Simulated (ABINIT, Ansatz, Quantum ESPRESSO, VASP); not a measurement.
KI (Fm-3m, 2 atoms in the cell) computed with different codes at matched settings

Self-consistent single point.

```yaml
crystal:
  lattice:
    - [0.00000, 3.53500, 3.53500]
    - [3.53500, 0.00000, 3.53500]
    - [3.53500, 3.53500, 0.00000]
  atoms:
    - { symbol: K, position: [0.00000, 0.00000, 0.00000] }
    - { symbol: I, position: [0.50000, 0.50000, 0.50000] }
```

Shared settings, as Ansatz (a quantum-chemistry and plane-wave program) writes them: kpoints.mp_grid.grid = 4 4 4; magnetization.spin_orbit = true; scf.occupations.method = fermi_dirac; scf.occupations.width = 0.05 eV. Potentials and cutoffs stand in the table.

```
code                                                                                                       model  pressure (GPa)  gap on the mesh (eV)   cutoff
----------------  ----------------------------------------------------------------------------------------------  --------------  --------------------  -------
ABINIT             PBE, spin-orbit coupling, norm-conserving pseudopotentials (PseudoDojo nc-fr-04 PBE standard)            0.58                 3.637    37 Ha
VASP                                                PBE, spin-orbit coupling, VASP's PBE PAW potentials (set 64)               –                 3.642   300 eV
Ansatz                                                           PBE with spin-orbit coupling, default PAW files            0.57                 3.642  default
Quantum ESPRESSO  PBE, spin-orbit coupling, PseudoDojo fully relativistic norm-conserving (PBE) pseudopotentials            0.58                 3.637    75 Ry
```

A dash marks a value that a program does not give, or that is left out as unsure.

Gaps are read on the mesh.

The spread over the programs that give each value: pressure within 0.01 GPa; gap on the mesh within 0.005 eV.

Ansatz's pressure is given at a fixed set of plane waves, as the other plane-wave codes print theirs.

VASP's run is marked for a possible Pulay error in its stress at this cutoff; no cutoff test was made.

The starting cell has typed, rounded lattice constants, without a prior relaxation at this level.

Left out of this page: Elk (with a known weakness of the program); FLEUR and SIESTA (not drawn, or without a comparable value).

Keys are those of Ansatz 0.2.
